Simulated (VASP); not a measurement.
Set up this calculation in VASP 6.6.1, as the native input.

```
Task                   : single point
Functional             : PBE
Potentials or basis    : VASP PAW PBE potentials, release 64 (La, Be)
Cutoff                 : 520 eV
k mesh                 : 6 × 6 × 6
Occupations            : gaussian, width 0.1 eV
Spin                   : no spin polarisation
Dipole correction      : no
Further INCAR settings : ALGO = Normal; EDIFF = 1e-06; NBANDS = 14
```

The structure of LaBe lies in POSCAR:

```
LaBe
1.0
    0.0000000000      2.7426150900      2.7426150900
    2.7426150900      0.0000000000      2.7426150900
    2.7426150900      2.7426150900      0.0000000000
La Be
1 1
Direct
    0.5000000000      0.5000000000      0.5000000000
    0.0000000000      0.0000000000      0.0000000000
```

The cell was built by a generator and needn't be a form met in nature.

The cell isn't the ideal one: random cell by space group and Wyckoff sites (Fm-3m, No. 225).

The input as run:

INCAR

```
SYSTEM = LaBe
ALGO = Normal
EDIFF = 1E-6
ENCUT = 520
GGA = PE
ISIF = 2
ISMEAR = 0
LASPH = .TRUE.
LCHARG = .FALSE.
LREAL = .FALSE.
LWAVE = .FALSE.
NBANDS = 14
NELM = 80
PREC = Accurate
SIGMA = 0.1
```

KPOINTS

```
k-points
0
G
  6 6 6
  0 0 0
```

Potentials or basis: VASP PAW PBE potentials, release 64 (La, Be).

Command:

```sh
$ cat potpaw_PBE.64/La/POTCAR potpaw_PBE.64/Be/POTCAR > POTCAR
$ mpirun -np 1 vasp_std > vasp.out
```

It gave:

The pressure is 13.8 GPa. The band gap on the k mesh is none (metal or under the smearing width).

Wall time 18 s on 1 thread of Intel(R) Xeon(R) Platinum 8488C (Sapphire Rapids), with other jobs on the host, peak memory 0.18 GiB.
